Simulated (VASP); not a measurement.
Data:

```
ScTe
1.0
    4.14942     0.00000     0.00000
   -2.07471     3.59350     0.00000
    0.00000     0.00000     8.53862
Sc Te
2 2
Cartesian
  0.00000   2.39567   0.19853
  2.07471   1.19783   4.46784
  0.00000   2.39567   3.00346
  2.07471   1.19783   7.27277
```

Method: PBEsol GGA, VASP's PBE PAW potentials (set 64) (plane waves; VASP). Run with 400 eV cut-off, 10×10×4 Γ-centred mesh, tetrahedra with Blöchl corrections, potentials Sc_sv Te.

The cores are frozen, which limits the accuracy of field gradients.

**Question.** Give the principal components of the electric field gradient (V/Å²) and the asymmetry η at each nucleus.

**Answer.** 
```csv
atom,Vxx,Vyy,Vzz,η
Sc1,5.5,5.5,-11.1,0.00
Sc2,5.5,5.5,-11.1,0.00
Te3,-9.8,-9.8,19.7,0.00
Te4,-9.8,-9.8,19.7,0.00
```

The structure was generated: ScTe was put into the wurtzite type (P6_3mc), which need not be its known phase. It was relaxed first, which changed the volume by -29 %.
